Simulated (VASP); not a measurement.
## Sb (space group P6_3/mmc): computed properties

Method: r2SCAN meta-GGA, VASP's PBE PAW potentials (set 64) (plane waves; VASP).

```yaml
space_group: P6_3/mmc (194)
cell: a = b = 3.3412 Å, c = 5.5698 Å, α = β = 90.00°, γ = 120.00°
volume_per_atom: 26.92 Å³/atom
band gap (over mesh and band path): none (metal, semimetal or under 0.01 eV)
density: 7.51 g/cm³
```

Space group P6₃/mmc (No. 194); a = 3.341 Å, b = 3.341 Å, c = 5.570 Å, α = 90.00°, β = 90.00°, γ = 120.00°

| atom | site | symmetry | x | y | z |
|---|---|---|---|---|---|
| Sb | 2c | -6m2 | 0.3333 | 0.6667 | 0.2500 |

Unless said otherwise, spin-orbit coupling is left out, though it shifts the bands of the heavy elements here.

The structure comes from a computed database's Sb entry (P6_3/mmc); how it stands against other phases isn't given here. It was relaxed first. Symmetry was kept, so distortions that lower it aren't found.
